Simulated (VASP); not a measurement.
Consider the following.

```xyz
2
Lattice="2.9900 0.0000 0.0000 0.0000 2.9900 0.0000 0.0000 0.0000 2.9900" Properties=species:S:1:pos:R:3 pbc="T T T"
Al     1.4950     1.4950     1.4950
Ru     0.0000     0.0000     0.0000
```

The numbers are results of PBE GGA, VASP's PBE PAW potentials (set 64) (plane waves; VASP), not measurements. Numerical set-up: 480 eV cut-off, 11×11×11 Γ-centred mesh, first-order Methfessel-Paxton smearing of 0.10 eV, potentials Al Ru_pv.

Problem. The ions, cell shape and volume are relaxed. Give the cell that the relaxation ends in.

Solution. 
```xyz
2
Lattice="3.0039 0.0000 0.0000 0.0000 3.0039 0.0000 0.0000 0.0000 3.0039" Properties=species:S:1:pos:R:3 pbc="T T T"
Al     1.5019     1.5019     1.5019
Ru     0.0000     0.0000     0.0000
```
Space group Pm-3m (221), at a tolerance of 0.03 Å.

Problem. How do energy and volume change from the first to the last step?

Solution. The energy (σ→0) changes by -1.7 meV/atom and the volume by +1.4 %, in 3 ionic steps.

The compound is RuAl in the CsCl type structure. This run relaxes it. Symmetry was kept, so distortions that lower it aren't found. The electron count is odd and the run is not spin-polarised, which forces a metal.
